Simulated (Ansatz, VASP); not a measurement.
# Ni3O4 (Ni3O4 (Cmmm)): VASP beside Ansatz

Aim: how closely do two programs agree when they are given the same cell, functional and k mesh? The cell is taken from a series of runs on this material, whose earlier steps may have relaxed, scaled, displaced or heated it; both programs get it as it stands.

Main program and level: Ansatz 0.2.0; plane waves, with VASP 6.6.1 beside it; relaxation of cell and atoms at r2SCAN.

In doubt: warnings of the run leave room for a lower electronic state, so energies may not be the lowest and differences between runs may mislead.

**1. The structure**

It takes space group Cmmm (No. 65, orthorhombic). The conventional cell has a = 5.954 Å, b = 8.173 Å, c = 2.852 Å, α = 90.00°, β = 90.00°, γ = 90.00°. Ni has 6 O at 2.06 to 2.07 Å nearest. Nearest to Ni lie 6 O at 1.86 to 1.88 Å. Nearest to O lie 4 Ni at 1.88 to 2.06 Å. Nearest to O lie 5 Ni at 1.86 to 2.07 Å. Farther neighbours and most contacts between anions are not listed.

**2. Ansatz: relaxation of cell and atoms, r2SCAN**

Ansatz runs on its default PAW (the set named soft_2) files.

The relaxed volume is the usual yardstick between codes: in a stiff, nearly cubic crystal its relative difference is about their pressure difference at one cell divided by the bulk modulus.

The input, input.yaml:

```yaml
crystal:
  lattice:
    - [2.9770059, -4.0865332, 0.0]
    - [2.9770059, 4.0865332, 0.0]
    - [0.0, 0.0, 2.8524377]
  atoms:
    - { symbol: Ni, position: [0.5, 0.0, 0.5], spin: 1.5 }
    - { symbol: Ni, position: [0.0, 0.5, 0.5], spin: 1.5 }
    - { symbol: Ni, position: [0.0, 0.0, 0.0], spin: 1.5 }
    - { symbol: O, position: [0.79372467, 0.79372467, 0.5] }
    - { symbol: O, position: [0.20627533, 0.20627533, 0.5] }
    - { symbol: O, position: [0.22772481, 0.7722752, 0.0] }
    - { symbol: O, position: [0.7722752, 0.22772481, 0.0] }
magnetization:
  spin_polarized: true
basis:
  ecutwfc: 500
  xc_grid: 2
hamiltonian:
  xc: r2scan
kpoints:
  mp_grid: { grid: [8, 8, 13] }
scf:
  occupations: { method: fermi_dirac, width: 0.05 }
  max_iter: 150
output:
  forces: true
  stress: true
relax:
  f_tol: 0.01
  max_steps: 60
  cell: {}
checkpoint:
  write: "../r2scan.run"
  compress: false
  write_wavefunctions: false
  write_every: 100000
```

Command:

```sh
$ ansatz run input.yaml --threads 4 --pin off --max-ram 5652MiB --backend cpu --events-out ev --progress --plain --runs-dir out
```

Numbers of over 12 decimals in the logs are rounded to 6 here.

The program printed:

```text
Engine: ansatz 0.2.0, aarch64-unknown-linux-gnu
Pseudopotentials: kind: paw
Pseudopotential: Ni, paw, valence charge 18, recommended cutoff 500 eV (meta_gga), Ni.paw.azcp
Pseudopotential: O, paw, valence charge 6, recommended cutoff 500 eV (meta_gga), O.paw.azcp
Functional definition: r2SCAN
  parameter k0 = 0.174
  parameter k1 = 0.065
  parameter a1 = 4.9479
  exchange = r2scan_x(k0 = k0, k1 = k1, a1 = a1)
  correlation = r2scan_c
Crystal: 7 atoms, lattice volume = 69.403 Å³
Basis set: ecut = 500 eV, 1755 PW (Γ), exchange–correlation on 80×80×48 points (8 copies of the dense FFT grid, shifted against one another)
Bands: 50, of which v1, the nominal top of the filled ones, is band 39 counted from 1 (38 counted from 0)
Symmetry: 8 space group operations
Space group: Cmmm (ITA 65), of the structure as read, at distance tolerance 4.1e-5 Å
Magnetic group: BNS 65.481 (UNI 579), of the structure as read, at distance tolerance 4.1e-5 Å
k-points: 147 of 832
Non-local potential: Ni, projectors of the file, l = 0: 3, l = 1: 2, l = 2: 3, l = 3: 1
Non-local potential: O, projectors of the file, l = 0: 2, l = 1: 2, l = 2: 1
PAW form: soft (Blöchl's): semilocal exchange-correlation on the pseudo side does not see the compensation charge
PAW frozen core: Ni, regenerated for the run's functional (the file was generated under x = pbe(κ = 0.804, μ = 0.219515), c = pbe(β = 0.066725))
PAW frozen core: O, regenerated for the run's functional (the file was generated under x = pbe(κ = 0.804, μ = 0.219515), c = pbe(β = 0.066725))
PAW one-centre angular grid: Ni, 590 points (default); XC on 160 Gauss nodes
PAW one-centre angular grid: O, 302 points (default); XC on 160 Gauss nodes
Initial density: superposition of atomic densities (chi_scale 0.1, normalization cell, long waves kept (reshape's long-wave potential 0.07 eV rms))
Starting moments: Σ|m| = 4.5 μB on 3 of 7 sites
Initial wavefunctions: pseudopotential atomic-orbital guess
Functional: x = r2scan, c = r2scan; τ floored in thin density (d = 2e-4 eV/Å³)
SCF iter   1: F=—  HF=-19801.878315 eV  |F-HF|=—  |Δ(HF+E_count)|=         —  Δρ=1.46e-1 (↑8.99e-2 ↓1.46e-1)  dr2=2.34e1  dr2_τ=5.05e-2  dr2_m=1.55e0  M=2.937 μB ∫|m|=3.319 μB  β_m=0.86  ethr=3.10e-3  ⟨swp⟩=6.0  Hψ=52478  notcnv=0  defer=60
Mixer restart at iter 1: flushing history
preconditioner: auto → Kerker (q_TF=auto, 2.782 Å⁻¹)  [metal: Δε(μ)=0.003 eV  Ē_g=13.141 eV  σ=0.050 eV  W_gap=0.01  n_scr=30 (ndim 8)  ℏωp=32.8 eV  f_vac=0.085  D(μ)=4.34/eV (n_scr^D=48)]
spin=Collinear: Kerker preconditioning applied to the charge; magnetization (m = ρ↑ − ρ↓) channel mixes plain (no charge-response kernel on spin).
SCF iter   2: F=—  HF=-19804.003241 eV  |F-HF|=—  |Δ(HF+E_count)|=    2.12e0  Δρ=5.43e-2 (↑5.43e-2 ↓5.12e-2)  dr2=3.04e0  dr2_τ=6.26e-2  dr2_m=5.00e-1  M=3.603 μB ∫|m|=3.900 μB  β_m=0.78  ethr=3.10e-3  ⟨swp⟩=3.4  Hψ=32762  notcnv=0  defer=993  κ⁻¹=1.0e0(r=1)
SCF iter   3: F=—  HF=-19805.531439 eV  |F-HF|=—  |Δ(HF+E_count)|=    1.53e0  Δρ=3.39e-2 (↑3.39e-2 ↓3.06e-2)  dr2=1.24e0  dr2_τ=1.50e-2  dr2_m=1.34e-1  M=3.897 μB ∫|m|=4.169 μB  β_m=1.00  ethr=3.10e-3  ⟨swp⟩=2.0  Hψ=18854  notcnv=0  defer=1041  κ⁻¹=2.6e-2(r=2)
SCF iter   4: F=—  HF=-19806.553960 eV  |F-HF|=—  |Δ(HF+E_count)|=    1.02e0  Δρ=1.48e-2 (↑1.48e-2 ↓1.33e-2)  dr2=4.09e-1  dr2_τ=3.50e-3  dr2_m=2.66e-2  M=4.000 μB ∫|m|=4.232 μB  β_m=1.00  ethr=1.58e-3  ⟨swp⟩=2.8  Hψ=24421  notcnv=0  defer=1037  κ⁻¹=3.8e-3(r=3)
SCF iter   5: F=—  HF=-19807.046231 eV  |F-HF|=—  |Δ(HF+E_count)|=   4.92e-1  Δρ=8.65e-3 (↑7.60e-3 ↓8.65e-3)  dr2=2.23e-1  dr2_τ=6.17e-4  dr2_m=6.88e-3  M=4.000 μB ∫|m|=4.176 μB  β_m=1.00  ethr=5.24e-4  ⟨swp⟩=2.6  Hψ=30768  notcnv=0  defer=1186  κ⁻¹=2.3e-3(r=4)
SCF iter   6: F=—  HF=-19807.108884 eV  |F-HF|=—  |Δ(HF+E_count)|=         —  Δρ=1.07e-2 (↑1.07e-2 ↓1.01e-2)  dr2=1.94e-1  dr2_τ=1.79e-3  dr2_m=1.83e-2  M=4.000 μB ∫|m|=4.094 μB  β_m=1.00  ethr=2.86e-4  ⟨swp⟩=3.0  Hψ=29701  notcnv=0  defer=1195
Mixer restart at iter 6: flushing history
SCF iter   7: F=—  HF=-19807.150773 eV  |F-HF|=—  |Δ(HF+E_count)|=   4.19e-2  Δρ=6.60e-3 (↑6.60e-3 ↓6.12e-3)  dr2=1.09e-1  dr2_τ=7.21e-4  dr2_m=3.24e-3  M=4.000 μB ∫|m|=4.078 μB  β_m=1.00  ethr=2.49e-4  ⟨swp⟩=2.1  Hψ=17053  notcnv=0  defer=1195  κ⁻¹=1.0e0(r=1)
SCF iter   8: F=—  HF=-19807.226191 eV  |F-HF|=—  |Δ(HF+E_count)|=   7.54e-2  Δρ=3.43e-3 (↑3.21e-3 ↓3.43e-3)  dr2=4.66e-2  dr2_τ=2.25e-4  dr2_m=1.44e-3  M=3.999 μB ∫|m|=4.066 μB  β_m=1.00  ethr=1.40e-4  ⟨swp⟩=2.0  Hψ=18004  notcnv=0  defer=1274  κ⁻¹=1.0e-1(r=2)
[...]
SCF 3 converged in 10 iterations: F = -19807.275275 eV  dr2 = 6.98e-9
relax step   3: F+E_penalty+E_count = -19807.27527541 eV  Δ(F+E_penalty+E_count) = -2.135e-4 eV  max|allowed force component| = 1.699e-3 eV/Å  Δτ_max = 0.0025 Å  P = +0.002 GPa  Ω = 69.323 Å³  energy of the carried Pulay correction = +1.086e-4 eV  (10 SCF iters, dr2 threshold 2.04e-7 eV, accepted)
Initial wavefunctions: pseudopotential atomic-orbital guess (no wavefunctions were taken with the density)
[...]
SCF iter   8: F=—  HF=-19807.275171 eV  |F-HF|=—  |Δ(HF+E_count)|=   7.41e-9  Δρ=1.09e-6 (↑8.60e-7 ↓1.09e-6)  dr2=9.43e-10  dr2_τ=1.32e-11  dr2_m=2.30e-11  M=3.986 μB ∫|m|=4.181 μB  β_m=1.00  ethr=2.36e-12  ⟨swp⟩=1.6  Hψ=16547  notcnv=0  κ⁻¹=1.8e-6(r=7)
SCF iter   9: F=—  HF=-19807.275171 eV  |F-HF|=—  |Δ(HF+E_count)|=   9.73e-9  Δρ=3.59e-7 (↑3.40e-7 ↓3.59e-7)  dr2=1.02e-10  dr2_τ=1.05e-12  dr2_m=5.21e-12  M=3.986 μB ∫|m|=4.181 μB  β_m=1.00  ethr=1.21e-12  ⟨swp⟩=2.0  Hψ=23382  notcnv=0  κ⁻¹=3.2e-7(r=8)
SCF iter  10: F=—  HF=-19807.275171 eV  |F-HF|=—  |Δ(HF+E_count)|=  8.59e-10  Δρ=4.19e-7 (↑3.65e-7 ↓4.19e-7)  dr2=2.08e-10  dr2_τ=1.77e-12  dr2_m=1.05e-11  M=3.986 μB ∫|m|=4.181 μB  β_m=1.00  ethr=1.00e-12  ⟨swp⟩=2.0  Hψ=20252  notcnv=0  κ⁻¹=2.0e-6(r=8)
SCF iter  11: F=—  HF=-19807.275171 eV  |F-HF|=—  |Δ(HF+E_count)|=  5.82e-11  Δρ=1.20e-7 (↑7.75e-8 ↓1.20e-7)  dr2=6.31e-12  dr2_τ=1.23e-13  dr2_m=4.74e-13  M=3.986 μB ∫|m|=4.181 μB  β_m=1.00  ethr=1.00e-12  ⟨swp⟩=1.6  Hψ=15033  notcnv=0  κ⁻¹=4.7e-6(r=8)
SCF iter  12: F=—  HF=-19807.275171 eV  |F-HF|=—  |Δ(HF+E_count)|=  3.27e-11  Δρ=6.10e-8 (↑3.94e-8 ↓6.10e-8)  dr2=1.66e-12  dr2_τ=4.63e-14  dr2_m=1.74e-13  M=3.986 μB ∫|m|=4.181 μB  β_m=1.00  ethr=1.00e-12  ⟨swp⟩=1.0  Hψ=14700  notcnv=0  κ⁻¹=2.3e-6(r=8)
SCF iter  13: F=-19807.275171 eV  HF=-19807.275171 eV  |F-HF|=5.46e-11  |Δ(HF+E_count)|=  5.09e-11  Δρ=1.90e-7 (↑1.59e-7 ↓1.90e-7)  dr2=5.92e-11  dr2_τ=3.68e-13  dr2_m=2.53e-12  M=3.986 μB ∫|m|=4.181 μB  ethr=1.00e-12  ⟨swp⟩=2.9  Hψ=45087  notcnv=0
SCF 4 converged in 13 iterations: F = -19807.275171 eV  dr2 = 5.92e-11
relax step   4: F+E_penalty+E_count = -19807.27517060 eV  Δ(F+E_penalty+E_count) = +1.048e-4 eV  max|allowed force component| = 1.765e-3 eV/Å  Δτ_max = 0.0000 Å  P = +0.003 GPa  Ω = 69.323 Å³  stress off target by 2.47e-2 GPa  SCF on the basis re-selected at this cell (its energy is not comparable with the rows above)  (13 SCF iters)
basis re-selected at this cell: Δ(F+E_penalty+E_count) = +1.048e-4 eV, ΔP = +0.000 GPa vs the last step (what re-selecting the basis moved, of the pressure what is left beyond the Pulay correction that the steps carried, after the strain that the cell walked since its last selection, with what the two solves' SCF thresholds leave and, on support functions, any second-order correction that the steps lacked; it is no m [...]
WARN: an SCF from ferrimagnetic starting moments (-1.68, 1.68, 1.50, 0.00, 0.00, 0.00, 0.00 Bohr magnetons, atom by atom) was not made, by what the run has read of turns of its moments that order reads lower: the deck asks for what bars it, or types moments that do (magnetization.spin_polarized, in the input reference, names some of the keys), or the run goes by scf.lower_state_search: light, the default, which as a rule tries one only behind a close that has lost an order of both signs, or on which an open d or half-filled 4f shell of a PAW file has lost a moment that was set nearer to Hund's than to what is left; [rest of the remark cut]
SCF converged after 13 iterations
Stability not checked: this state was not tested for a lower state beside it, because the mixer in use, unlike msr1, does not test its closes by its own steps (another_mixer; see scf.mixing.algorithm and scf.lower_state_search)
Magnetization: 3.9863 μB (40.9932 up, 37.0068 down)
Absolute magnetization: 4.1782 μB (∫|ρ↑−ρ↓|, with the PAW one-centre terms)
Spin contamination: 0.0257 ħ² per cell (⟨S²⟩ above its minimum at these occupations)
Per-site moments (μB) at R_I (Å): [(1.676244, 0.849739), (1.676244, 0.849739), (-0.062402, 0.766117), (0.101349, 0.775484), (0.101349, 0.775484), (0.197830, 0.766117), (0.197830, 0.766117)]
Free energy (F): -19807.275171 eV
Harris-Foulkes:  -19807.275171 eV  (|F-HF|=5.46e-11)
Internal energy: -19807.271414 eV  (E = F + TS)
E sigma→0 (E₀):  -19807.273293 eV
Entropy (-TS):   -0.003756 eV (-0.537 meV/atom)
Fermi energy:    11.135382 eV
--- Per-component energies (eV) ---
  E_band       = -1326.008315
  E_kinetic    = 1528.252037
  E_local      = -14916.183004  (includes V_loc(G=0)·N_el)
  E_nonlocal   = 2115.391406
  E_hartree    = 6234.641439
  E_xc         = -524.338833
  E_vxc        = -762.705724  (∫ρ·V_xc dr)
  E_paw        = -5565.862456  (= ΣΔE_a)
  E_vpaw       = -1810.859168  (= ΣTr[D̂ρ^β])
  E_aug_tail   = 0.004212  (compensation charges beyond the density's cutoff)
  E_vtau       = 50.808247  (kinetic-family band-sum trace: ∫τ·v_τ [+ j·A + Jᵃ·Aᵃ] dr)
  E_ewald      = -8678.148246
  E_core_change = -1.027969  (= ΣΔE_core)
  E_smearing   = -0.003756  (= −TS)
  E_closure    = -0.000000  (closes the sum)
  Σ components = -19807.275171   (vs F -19807.275171, Δ=0.00e0)
--- Forces (eV/Å), atoms counted from 1 ---
  atom   1  Ni    -0.00000000     0.00000000     0.00000000
  atom   2  Ni     0.00000000    -0.00000000     0.00000000
  atom   3  Ni    -0.00000000     0.00000000     0.00000000
  atom   4  O     -0.00176460     0.00000000     0.00000000
  atom   5  O      0.00176460     0.00000000     0.00000000
  atom   6  O      0.00000000     0.00094842     0.00000000
  atom   7  O      0.00000000    -0.00094842     0.00000000
  max |Σ_I F_I| component: 1.08e-19 eV/Å
--- Stress (GPa, compression-positive) ---
       -0.005125       0.000000       0.000000
        0.000000       0.024663       0.000000
        0.000000       0.000000      -0.011596
  P = ⅓ Tr σ = 0.0026 GPa (0.026 kbar)
--- Relaxed structure (3 steps of the walk, 3 accepted, 1 SCFs on fresh bases) ---
  F+E_penalty+E_count = -19807.27517060 eV   max|allowed force component| = 1.765e-3 eV/Å   (the final SCF, on the basis selected at the relaxed cell)
  cell:  # Å, volume = 69.3231 Å³
    - [2.975651, -4.086524, 0.0]
    - [2.975651, 4.086524, 0.0]
    - [0.0, 0.0, 2.850443]
  atoms:
    - { symbol: Ni, position: [0.5, 0.0, 0.5] }
    - { symbol: Ni, position: [0.0, 0.5, 0.5] }
    - { symbol: Ni, position: [0, 0, 0.0] }
    - { symbol: O, position: [0.794000, 0.794000, 0.5] }
    - { symbol: O, position: [0.206000, 0.206000, 0.5] }
    - { symbol: O, position: [0.227241, 0.772759, 0.0] }
    - { symbol: O, position: [0.772759, 0.227241, 0.0] }
```

Reading the cycles: dr2 is the Hartree energy of the density residual (eV), the measure of convergence; HF is the Harris–Foulkes estimate of the energy, which meets the free energy F at convergence.

[end of part 1 of 2]

[Lines on the potential files, build, host, timing and source positions are cut from VASP's logs without a mark.]

[Logs are printed without paths, hosts, clocks, repeated set-up lines and the standing remarks that a program may print on its own settings, such as how far it seeks lower states.]

[Hosts, paths, dates, database ids (printed as entryN), source tags and the programs' standing remarks are cut or masked in the printed files.]
